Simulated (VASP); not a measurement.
Input for VASP

### INCAR
```
! general
SYSTEM  = CdTe
PREC    = Accurate
ENCUT   = 480
LREAL   = .FALSE.
LASPH   = .TRUE.

! electronic loop
EDIFF   = 1E-7
NELM    = 100
ALGO    = Normal
LMAXMIX = 4

! smearing
ISMEAR  = 0
SIGMA   = 0.05

! functional
GGA     = PS

! ions
ISIF    = 2

! output
LWAVE   = .FALSE.
LCHARG  = .FALSE.
```

**KPOINTS**
```
Automatic mesh
0
Gamma
6 6 6
0 0 0
```

POSCAR:
```
CdTe
1
    0.0000000000     3.1773048290     3.2421477846
    3.2421477846     0.0000000000     3.2421477846
    3.2421477846     3.1773048290     0.0000000000
Cd Te
1 1
Direct
  0.0000000000   0.0000000000   0.0000000000
  0.2500000000   0.2500000000   0.2500000000
```

POTCAR, in this order: Cd Te (PBE.64 set). Program: vasp_std.

Q: Translate this PBEsol calculation to Ansatz.

A: One equivalent input (not run):
Ansatz 0.2 input:
```yaml
crystal:
  lattice:
    - [0.0000000, 3.1773048, 3.2421478]
    - [3.2421478, 0.0000000, 3.2421478]
    - [3.2421478, 3.1773048, 0.0000000]
  atoms:
    - { symbol: Cd, position: [0.0000000, 0.0000000, 0.0000000] }
    - { symbol: Te, position: [0.2500000, 0.2500000, 0.2500000] }
kpoints:
  mp_grid: { grid: [6, 6, 6] }
hamiltonian:
  xc: pbesol
  pseudopotentials: { kind: paw }
scf:
  occupations: { method: gaussian, width: 0.05 }
  max_iter: 100
output: { forces: true, stress: true, eigenvalues: true }
```
The two are equivalent in intent, not identical: each code has its own PAW files, so the cut-off isn't converted (ENCUT is set for VASP's; basis.ecutwfc is left out, and Ansatz then takes the one that its files recommend); Ansatz stops its SCF on the density residual and VASP on the energy change (EDIFF).

The compound is CdTe in the zinc blende structure. This cell was strained or had an atom moved on purpose.
